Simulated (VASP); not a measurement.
Input:

```
WSe
1.0
    0.00000     2.79427     2.79427
    2.79427     0.00000     2.79427
    2.79427     2.79427     0.00000
W Se
1 1
Direct
  0.00000   0.00000   0.00000
  0.25000   0.25000   0.25000
```

Computed with PBEsol GGA, VASP's PBE PAW potentials (set 64) (plane waves; VASP). Settings: 400 eV cut-off, 13×13×13 Γ-centred mesh, tetrahedra with Blöchl corrections, potentials W_sv Se.

Unless said otherwise, spin-orbit coupling is left out, though it shifts the bands of the heavy elements here.

Q: Predict the energy per atom (σ→0), band gap (on the k-mesh) with the smallest direct gap where there is one.

A: 
* **band gap (on the k-mesh)**: none (metal, semimetal or under 0.01 eV)
* **energy per atom (σ→0)**: -7.785 eV/atom

Total energies compare only between runs with the same potentials, cut-off and functional.

The structure was generated: WSe was put into the zinc blende type (F-43m), which need not be its known phase. It was relaxed first, which changed the volume by -37 %.
